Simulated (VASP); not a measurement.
# BAs: exact exchange and RPA correlation, part 5 of 6

Aim: total energies of BAs from exact exchange and RPA correlation, beside cheaper functionals. The scan starts from a database cell scaled to its smallest volume. The cell is of the zinc-blende type. The start is a cell from a database of measured crystal structures.

VASP 6.6.1, plane waves and PAW; the level of theory is named at each step.

So far. Step 22 (Comparison: HSE06, volume ratio 1): Its energy is -6.6234 eV an atom, on a zero of its own. Step 23 (Orbitals, volume ratio 1.03): The run ends at a pressure of -0.70 GPa.

**24. Exact exchange, volume ratio 1.03**

This step: Hartree-Fock energy on PBE orbitals; plane waves and PAW (As_GW, B_GW) (VASP 6.6.1).

Exact exchange at this point.

Contents of INCAR:

```
SYSTEM = BAs
PREC = Accurate
ENCUT = 440
ISMEAR = 0
SIGMA = 0.05
LREAL = .FALSE.
GGA = PE
NBANDS = 10
ALGO = Eigenval
NELM = 1
LHFCALC = .TRUE.
AEXX = 1
ALDAC = 0
AGGAC = 0
PRECFOCK = Normal
LWAVE = .FALSE.
LCHARG = .FALSE.
```

Contents of POSCAR:

```
BAs
1.0
    0.0000000000      2.4121500529      2.4121500529
    2.4121500529      0.0000000000      2.4121500529
    2.4121500529      2.4121500529      0.0000000000
As B
1 1
Direct
    0.7500000000      0.7500000000      0.7500000000
    0.0000000000      0.0000000000      0.0000000000
```

Contents of KPOINTS:

```
Automatic mesh
0
Gamma
6 6 6
0 0 0
```

Potentials, in the order of the species: As_GW and B_GW (PBE family, release 64).

The run starts from files that an earlier step left in the folder.

Command:

```
> mpirun -np 8 vasp_std
```

The program printed:

```text
[... set-up lines as in an earlier step ...]
 entering main loop
       N       E                     dE             d eps       ncg     rms          rms(c)
EIG:   1    -0.190099E+02   -0.19010E+02    0.00000E+00     0   0.000E+00
   1 F= -.19009933E+02 E0= -.19009933E+02  d E =-.947957E-23
```

It took 18 s on 8 MPI ranks of Intel Xeon Platinum 8259CL at 2.50GHz (Skylake/Cascade Lake), shared host; peak memory 0.88 GiB; 2.3 min of CPU time.

OUTCAR, selected parts (step 24):

```text
 POSITION                                       TOTAL-FORCE (eV/Angst)
 -----------------------------------------------------------------------------------
      3.61823      3.61823      3.61823        -0.000000     -0.000000     -0.000000
      0.00000      0.00000      0.00000         0.000000      0.000000      0.000000
 -----------------------------------------------------------------------------------
    total drift:                               -0.000000     -0.000000     -0.000000

  FREE ENERGIE OF THE ION-ELECTRON SYSTEM (eV)
  ---------------------------------------------------
  free  energy   TOTEN  =       -19.0099327283 eV

  energy  without entropy=      -19.0099327283  energy(sigma->0) =      -19.00993273

[... 2 parts as in an earlier step ...]

[... 1 further part left out ...]
[key lines of the parts left out:]
E-fermi :   6.1847
```

The Hartree-Fock energy on these orbitals is -9.5050 eV an atom.

**25. Empty bands, volume ratio 1.03**

This step: PBE; plane waves and PAW (As_GW, B_GW) (VASP 6.6.1).

The empty bands are made again, for the run that follows.

Contents of INCAR:

```
SYSTEM = BAs
PREC = Accurate
ENCUT = 440
ISMEAR = 0
SIGMA = 0.05
LREAL = .FALSE.
GGA = PE
NBANDS = 608
ALGO = Exact
NELM = 1
LWAVE = .TRUE.
LCHARG = .FALSE.
LOPTICS = .TRUE.
NEDOS = 1000
CSHIFT = 0.1
```

POSCAR is that of step 24.

KPOINTS is that of step 24.

Command:

```
> mpirun -np 8 vasp_std
```

The program printed:

```text
[banner, memory and clock lines left out]
running    8 mpi-ranks, on    1 nodes
[...]
[... a notice as in an earlier step ...]

 LDA part: xc-table for (Slater+PW92), standard interpolation
 found WAVECAR, reading the header
  number of bands has changed, file:    10 present:   608
  trying to continue reading WAVECAR, but it might fail
 POSCAR, INCAR and KPOINTS ok, starting setup
[...]
reading WAVECAR
 random initialization beyond band           10
 the WAVECAR file was read successfully
 initial charge from wavefunction
 entering main loop
       N       E                     dE             d eps       ncg     rms          rms(c)
DIA:   1    -0.113992E+02   -0.11399E+02    0.00000E+00     0   0.000E+00
   1 F= -.11399238E+02 E0= -.11399238E+02  d E =-.422429E-27
 writing wavefunctions
 optical routines
 imaginary and real dielectric function
 recalculating local potential from charge density
 direction            1
 direction            2
 direction            3
```

Run time: 4.6 s. Hardware: 8 MPI ranks; peak memory 1.1 GiB.

From OUTCAR (step 25):

```text
  Total       -0.1220037     -0.1220037     -0.1220037      0.0000000      0.0000000     -0.0000000
  in kB       -6.9637089     -6.9637089     -6.9637089      0.0000000      0.0000000     -0.0000000
  external PRESSURE =      -6.9637089 kB  Pullay stress =       0.0000000 kB

 POSITION                                       TOTAL-FORCE (eV/Angst)
 -----------------------------------------------------------------------------------
      3.61823      3.61823      3.61823         0.000000      0.000000      0.000000
      0.00000      0.00000      0.00000        -0.000000     -0.000000     -0.000000
 -----------------------------------------------------------------------------------
    total drift:                               -0.000000     -0.000000     -0.000000

  FREE ENERGIE OF THE ION-ELECTRON SYSTEM (eV)
  ---------------------------------------------------
  free  energy   TOTEN  =       -11.3992377168 eV

  energy  without entropy=      -11.3992377168  energy(sigma->0) =      -11.39923772

[... 1 part as in an earlier step ...]

[... 2 further parts left out ...]
[key lines of the parts left out:]
E-fermi :   6.2201
```

WAVECAR now holds 608 bands for 8 electrons.

**26. RPA correlation, volume ratio 1.03**

This step: RPA correlation on PBE orbitals; plane waves and PAW (As_GW, B_GW) (VASP 6.6.1).

RPA correlation at this point.

Contents of INCAR:

```
SYSTEM = BAs
PREC = Accurate
ENCUT = 440
ISMEAR = 0
SIGMA = 0.05
LREAL = .FALSE.
GGA = PE
NBANDS = 608
ALGO = ACFDT
ENCUTGW = 200
NOMEGA = 12
PRECFOCK = Fast
LWAVE = .FALSE.
LCHARG = .FALSE.
```

POSCAR is that of step 25.

KPOINTS is that of step 25.

Command:

```
> mpirun -np 8 vasp_std
```

The program printed:

```text
[banner, memory and clock lines left out]
running    8 mpi-ranks, on    1 nodes
[...]
[... a notice as in an earlier step ...]

 LDA part: xc-table for (Slater+PW92), standard interpolation
 found WAVECAR, reading the header
 POSCAR, INCAR and KPOINTS ok, starting setup
[...]
reading WAVECAR
 the WAVECAR file was read successfully
 initial charge from wavefunction
 available memory per node:     63.71 GB, setting MAXMEM to     65237

 The Fermi energy was updated, please check that it is located mid-gap
 values below the HOMO (VB) or above the LUMO (CB) will cause erroneous energies
 E-fermi :   6.4943

 the WAVEDER file was read successfully
 set NWRITE>2 for more details about minimax calculation
 number of imaginary grid points requested:      12
 number of distinct grids requested:  1
 quadrature errors minimized for energies in [ 0.129E+01, 0.442E+03 ]
 bosonic grid (T=0, re) determined with error: 0.9696E-07
 bosonic grid (re): 0.9696E-07
[...]
NQ=  10    0.3333    0.3333    0.0000,
|.........|.........|.........|.........
 performed      62620000 updates of chi_q(r,r)
 total number of BLAS operations      15526.63 Gflops
NQ=  11    0.5000    0.3333    0.0000,
|.........|.........|.........|.........
 performed      68882000 updates of chi_q(r,r)
 total number of BLAS operations      17222.75 Gflops
NQ=  12   -0.3333    0.3333    0.0000,
|.........|.........|.........|.........
 performed      75144000 updates of chi_q(r,r)
 total number of BLAS operations      18955.95 Gflops
NQ=  13    0.5000    0.5000    0.0000,
|.........|.........|.........|.........
 performed      81406000 updates of chi_q(r,r)
 total number of BLAS operations      20764.49 Gflops
NQ=  14    0.5000    0.3333    0.1667,
|.........|.........|.........|.........
 performed      87668000 updates of chi_q(r,r)
 total number of BLAS operations      22460.62 Gflops
NQ=  15   -0.3333    0.3333    0.1667,
|.........|.........|.........|.........
 performed      93930000 updates of chi_q(r,r)
 total number of BLAS operations      24083.80 Gflops
NQ=  16   -0.3333    0.5000    0.1667,
|.........|.........|.........|.........
 performed     100192000 updates of chi_q(r,r)
 total number of BLAS operations      25854.47 Gflops
 entering main loop
```

Elapsed: 2.2 min, on 8 MPI ranks; peak memory 2.6 GiB.

From OUTCAR (step 26):

```text
      cutoff energy     smooth cutoff   RPA   correlation   Hartree contr. to MP2
---------------------------------------------------------------------------------
            200.000           160.000      -11.8258755205      -19.4292553226
            190.476           152.381      -11.7832229420      -19.3846358434
            181.406           145.125      -11.7378663493      -19.3370012239
            172.768           138.214      -11.6893300140      -19.2857872187
            164.541           131.632      -11.6376597714      -19.2309539840
            156.705           125.364      -11.5822974067      -19.1718187954
            149.243           119.394      -11.5233857585      -19.1084218841
            142.136           113.709      -11.4605058255      -19.0402137420
  linear regression

[... 2 parts as in an earlier step ...]

[... 2 further parts left out ...]
[key lines of the parts left out:]
E-fermi :   6.4943
```

The correlation energy is -6.1852 eV an atom, +2 meV against the point before. With exact exchange the total is -15.6902 eV an atom.

**27. Comparison: r2SCAN, volume ratio 1.03**

This step: r2SCAN; plane waves and PAW (As_GW, B_GW) (VASP 6.6.1).

The comparison at this point.

Contents of INCAR:

```
SYSTEM = BAs
PREC = Accurate
ENCUT = 440
EDIFF = 1E-06
NELM = 100
ISMEAR = 0
SIGMA = 0.05
LREAL = .FALSE.
ALGO = Normal
METAGGA = R2SCAN
LASPH = .TRUE.
NBANDS = 10
LWAVE = .FALSE.
LCHARG = .FALSE.
KPAR = 8
```

POSCAR is that of step 26.

KPOINTS is that of step 26.

Command:

```
> mpirun -np 8 vasp_std
```

The program printed:

```text
[... set-up lines as in an earlier step ...]
 entering main loop
       N       E                     dE             d eps       ncg     rms          rms(c)
DAV:   1     0.200411E+01    0.20041E+01   -0.37677E+03   320   0.698E+02
DAV:   2    -0.233559E+02   -0.25360E+02   -0.24180E+02   468   0.128E+02
DAV:   3    -0.241577E+02   -0.80185E+00   -0.80003E+00   396   0.202E+01
DAV:   4    -0.241656E+02   -0.78660E-02   -0.78642E-02   428   0.230E+00
[...]
DAV:  10    -0.222363E+02   -0.75119E-04   -0.13278E-04   374   0.120E-01    0.103E-02
DAV:  11    -0.222363E+02    0.16764E-05   -0.12155E-05   422   0.262E-02    0.204E-03
DAV:  12    -0.222363E+02   -0.50769E-06   -0.10253E-06   234   0.626E-03
   1 F= -.22236311E+02 E0= -.22236311E+02  d E =-.714052E-21
```

It took 6.6 s on 8 MPI ranks; peak memory 1.1 GiB; 48 s of CPU time.

From OUTCAR (step 27):

```text
  Total       -0.5822882     -0.5822882     -0.5822882     -0.0000000      0.0000000     -0.0000000
  in kB      -33.2357614    -33.2357614    -33.2357614     -0.0000000      0.0000000     -0.0000000
  external PRESSURE =     -33.2357614 kB  Pullay stress =       0.0000000 kB

  FREE ENERGIE OF THE ION-ELECTRON SYSTEM (eV)
  ---------------------------------------------------
  free  energy   TOTEN  =       -22.2363114905 eV

  energy  without entropy=      -22.2363114905  energy(sigma->0) =      -22.23631149

[... 3 parts as in an earlier step ...]

[... 1 further part left out ...]
[key lines of the parts left out:]
E-fermi :   6.0609
```

Its energy is -11.1182 eV an atom, on a zero of its own.

**28. Orbitals for comparison: HSE06, volume ratio 1.03**

This step: PBE; plane waves and PAW (As_GW, B_GW) (VASP 6.6.1).

Starting orbitals, as before.

Contents of INCAR:

```
SYSTEM = BAs
PREC = Accurate
ENCUT = 440
EDIFF = 1E-05
NELM = 100
ISMEAR = 0
SIGMA = 0.05
LREAL = .FALSE.
ALGO = Normal
GGA = PE
NBANDS = 10
LORBIT = 11
LWAVE = .TRUE.
LCHARG = .FALSE.
KPAR = 8
```

POSCAR is that of step 27.

KPOINTS is that of step 27.

Command:

```
> mpirun -np 8 vasp_std
```

The program printed:

```text
[... set-up lines as in an earlier step ...]
 entering main loop
       N       E                     dE             d eps       ncg     rms          rms(c)
[... 10 cycles as in an earlier step ...]
DAV:  11    -0.113992E+02    0.12295E-05   -0.92602E-06   312   0.178E-02
   1 F= -.11399237E+02 E0= -.11399237E+02  d E =-.835454E-14
 writing wavefunctions
```

The job ended after 1.8 s (8 MPI ranks; peak memory 1 GiB; 9.2 s of CPU time).

Parts of OUTCAR (step 28):

```text
  Total       -0.1182010     -0.1182010     -0.1182010      0.0000000      0.0000000     -0.0000000
  in kB       -6.7466584     -6.7466584     -6.7466584      0.0000000      0.0000000     -0.0000000
  external PRESSURE =      -6.7466584 kB  Pullay stress =       0.0000000 kB

 POSITION                                       TOTAL-FORCE (eV/Angst)
 -----------------------------------------------------------------------------------
      3.61823      3.61823      3.61823         0.000000     -0.000000     -0.000000
      0.00000      0.00000      0.00000        -0.000000      0.000000      0.000000
 -----------------------------------------------------------------------------------
    total drift:                               -0.000000     -0.000000     -0.000000

  FREE ENERGIE OF THE ION-ELECTRON SYSTEM (eV)
  ---------------------------------------------------
  free  energy   TOTEN  =       -11.3992368469 eV

  energy  without entropy=      -11.3992368469  energy(sigma->0) =      -11.39923685

[... 2 parts as in an earlier step ...]

[... 1 further part left out ...]
[key lines of the parts left out:]
E-fermi :   6.0962
```

The run ends at a pressure of -0.67 GPa.

**29. Comparison: HSE06, volume ratio 1.03**

This step: HSE06; plane waves and PAW (As_GW, B_GW) (VASP 6.6.1).

The comparison at this point.

Contents of INCAR:

```
SYSTEM = BAs
PREC = Accurate
ENCUT = 440
EDIFF = 1E-06
NELM = 100
ISMEAR = 0
SIGMA = 0.05
LREAL = .FALSE.
ALGO = Normal
LHFCALC = .TRUE.
AEXX = 0.25
GGA = PE
HFSCREEN = 0.2
LASPH = .TRUE.
NBANDS = 10
PRECFOCK = Fast
LWAVE = .FALSE.
LCHARG = .FALSE.
KPAR = 8
```

POSCAR is that of step 28.

KPOINTS is that of step 28.

The run starts from files that an earlier step left in the folder.

Command:

```
> mpirun -np 8 vasp_std
```

The program printed:

```text
[... set-up lines as in an earlier step ...]
 entering main loop
       N       E                     dE             d eps       ncg     rms          rms(c)
DAV:   1    -0.132331E+02   -0.13233E+02   -0.33625E-01   448   0.467E+00    0.297E-01
DAV:   2    -0.132345E+02   -0.14237E-02   -0.65167E-03   376   0.583E-01    0.191E-01
DAV:   3    -0.132340E+02    0.52390E-03   -0.10866E-03   480   0.219E-01    0.109E-01
DAV:   4    -0.132339E+02    0.14118E-03   -0.13585E-04   484   0.893E-02    0.645E-02
DAV:   5    -0.132338E+02    0.58594E-04   -0.21244E-05   376   0.349E-02    0.386E-02
DAV:   6    -0.132338E+02    0.18938E-04   -0.12948E-05   472   0.205E-02    0.229E-02
DAV:   7    -0.132338E+02    0.52614E-05   -0.32060E-06   380   0.120E-02    0.137E-02
DAV:   8    -0.132338E+02    0.14482E-05   -0.77156E-07   214   0.748E-03    0.823E-03
DAV:   9    -0.132338E+02    0.27915E-06   -0.46883E-07   216   0.531E-03
   1 F= -.13233776E+02 E0= -.13233776E+02  d E =-.270526E-21
```

The job ended after 23 s (8 MPI ranks; peak memory 1.8 GiB; 2.9 min of CPU time).

Parts of OUTCAR (step 29):

```text
 POSITION                                       TOTAL-FORCE (eV/Angst)
 -----------------------------------------------------------------------------------
      3.61823      3.61823      3.61823        -0.000000     -0.000000     -0.000000
      0.00000      0.00000      0.00000         0.000000      0.000000      0.000000
 -----------------------------------------------------------------------------------
    total drift:                               -0.000000     -0.000000     -0.000001

  FREE ENERGIE OF THE ION-ELECTRON SYSTEM (eV)
  ---------------------------------------------------
  free  energy   TOTEN  =       -13.2337757616 eV

  energy  without entropy=      -13.2337757616  energy(sigma->0) =      -13.23377576

[... 2 parts as in an earlier step ...]

[... 1 further part left out ...]
[key lines of the parts left out:]
E-fermi :   5.7489
```

Its energy is -6.6169 eV an atom, on a zero of its own.

**30. Orbitals, volume ratio 1.06**

This step: PBE; plane waves and PAW (As_GW, B_GW) (VASP 6.6.1).

The same chain follows at a volume ratio of 1.06.

Contents of INCAR:

```
SYSTEM = BAs
PREC = Accurate
ENCUT = 440
EDIFF = 1E-08
NELM = 100
ISMEAR = 0
SIGMA = 0.05
LREAL = .FALSE.
ALGO = Normal
GGA = PE
NBANDS = 10
LORBIT = 11
LWAVE = .TRUE.
LCHARG = .FALSE.
KPAR = 8
```

Contents of POSCAR:

```
BAs
1.0
    0.0000000000      2.4353452264      2.4353452264
    2.4353452264      0.0000000000      2.4353452264
    2.4353452264      2.4353452264      0.0000000000
As B
1 1
Direct
    0.7500000000      0.7500000000      0.7500000000
    0.0000000000      0.0000000000      0.0000000000
```

KPOINTS is that of step 29.

Command:

```
> mpirun -np 8 vasp_std
```

The program printed:

```text
[... set-up lines as in an earlier step ...]
 entering main loop
       N       E                     dE             d eps       ncg     rms          rms(c)
DAV:   1     0.110565E+02    0.11057E+02   -0.35064E+03   320   0.676E+02
DAV:   2    -0.112370E+02   -0.22294E+02   -0.21201E+02   494   0.120E+02
DAV:   3    -0.119375E+02   -0.70058E+00   -0.69857E+00   416   0.177E+01
DAV:   4    -0.119444E+02   -0.68018E-02   -0.68003E-02   436   0.213E+00
[...]
DAV:  15    -0.113867E+02    0.22998E-07   -0.22159E-09   216   0.341E-04    0.369E-05
DAV:  16    -0.113867E+02    0.19813E-07   -0.36488E-10   214   0.153E-04    0.490E-06
DAV:  17    -0.113867E+02    0.87454E-10   -0.27021E-11   214   0.581E-05
   1 F= -.11386744E+02 E0= -.11386744E+02  d E =-.765094E-16
 writing wavefunctions
```

Wall time 2.6 s (8 MPI ranks); peak memory 1 GiB; 16 s of CPU time.

From OUTCAR (step 30):

```text
  Total       -0.7550342     -0.7550342     -0.7550342      0.0000000     -0.0000000     -0.0000000
  in kB      -41.8760393    -41.8760393    -41.8760393      0.0000000     -0.0000000     -0.0000000
  external PRESSURE =     -41.8760393 kB  Pullay stress =       0.0000000 kB

 POSITION                                       TOTAL-FORCE (eV/Angst)
 -----------------------------------------------------------------------------------
      3.65302      3.65302      3.65302        -0.000000     -0.000000     -0.000000
      0.00000      0.00000      0.00000         0.000000      0.000000      0.000000
 -----------------------------------------------------------------------------------
    total drift:                               -0.000000     -0.000000     -0.000000

  FREE ENERGIE OF THE ION-ELECTRON SYSTEM (eV)
  ---------------------------------------------------
  free  energy   TOTEN  =       -11.3867435081 eV

  energy  without entropy=      -11.3867435081  energy(sigma->0) =      -11.38674351

[... 1 part as in an earlier step ...]

[... 2 further parts left out ...]
[key lines of the parts left out:]
E-fermi :   5.8127
```

The run ends at a pressure of -4.19 GPa.

**31. Exact exchange, volume ratio 1.06**

This step: Hartree-Fock energy on PBE orbitals; plane waves and PAW (As_GW, B_GW) (VASP 6.6.1).

Exact exchange at this point.

Contents of INCAR:

```
SYSTEM = BAs
PREC = Accurate
ENCUT = 440
ISMEAR = 0
SIGMA = 0.05
LREAL = .FALSE.
GGA = PE
NBANDS = 10
ALGO = Eigenval
NELM = 1
LHFCALC = .TRUE.
AEXX = 1
ALDAC = 0
AGGAC = 0
PRECFOCK = Normal
LWAVE = .FALSE.
LCHARG = .FALSE.
```

POSCAR is that of step 30.

KPOINTS is that of step 30.

The run starts from files that an earlier step left in the folder.

Command:

```
> mpirun -np 8 vasp_std
```

The program printed:

```text
[... set-up lines as in an earlier step ...]
 entering main loop
       N       E                     dE             d eps       ncg     rms          rms(c)
EIG:   1    -0.189848E+02   -0.18985E+02    0.00000E+00     0   0.000E+00
   1 F= -.18984793E+02 E0= -.18984793E+02  d E =-.107293E-24
```

It took 20 s on 8 MPI ranks; peak memory 0.86 GiB; 2.5 min of CPU time.

From OUTCAR (step 31):

```text
 POSITION                                       TOTAL-FORCE (eV/Angst)
 -----------------------------------------------------------------------------------
      3.65302      3.65302      3.65302         0.000000      0.000000      0.000000
      0.00000      0.00000      0.00000        -0.000000     -0.000000     -0.000000
 -----------------------------------------------------------------------------------
    total drift:                               -0.000000     -0.000000     -0.000000

  FREE ENERGIE OF THE ION-ELECTRON SYSTEM (eV)
  ---------------------------------------------------
  free  energy   TOTEN  =       -18.9847926264 eV

  energy  without entropy=      -18.9847926264  energy(sigma->0) =      -18.98479263

[... 2 parts as in an earlier step ...]

[... 1 further part left out ...]
[key lines of the parts left out:]
E-fermi :   5.8945
```

The Hartree-Fock energy on these orbitals is -9.4924 eV an atom.

[end of part 5 of 6]

[Long decimals in the printed logs are rounded to 6 places.]

[Lines on the potential files, build, host, timing and source positions are cut from VASP's logs without a mark.]

[Logs are printed without paths, hosts, clocks, repeated set-up lines and the standing remarks that a program may print on its own settings, such as how far it seeks lower states.]

[Hosts, paths, dates, database ids (printed as entryN), source tags and the programs' standing remarks are cut or masked in the printed files.]

[Measured values are set beside computed ones only where the two were judged alike; some that the calculation misses by far are left out.]

[Pressures printed for these runs are not shown converged in the cutoff: they can be off by several GPa and have the wrong sign.]
